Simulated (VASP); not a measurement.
# LaB (relaxed from the CsCl type structure, space group Pm-3m): computed properties

Level of theory: PBE GGA, VASP's PBE PAW potentials (set 64) (plane waves; VASP).

```json
{
  "space_group": "Pm-3m (221)",
  "cell": "a = b = c = 3.413 Å, α = β = γ = 90.00°",
  "volume_per_atom": "19.87 Å^3/atom",
  "band gap (over mesh and band path)": "none (metal, semimetal or under 0.01 eV)",
  "density": "6.26 g/cm³"
}
```

Space group Pm-3m (No. 221); a = 3.4126 Å, b = 3.4126 Å, c = 3.4126 Å, α = 90.00°, β = 90.00°, γ = 90.00°

| atom | site | symmetry | x | y | z |
|---|---|---|---|---|---|
| La | 1a | m-3m | 0.0000 | 0.0000 | 0.0000 |
| B | 1b | m-3m | 0.5000 | 0.5000 | 0.5000 |

The structure was generated: LaB was put into the CsCl type type (Pm-3m), which need not be its known phase. It was relaxed first, which changed the volume by -27 %. Symmetry was kept, so distortions that lower it aren't found.
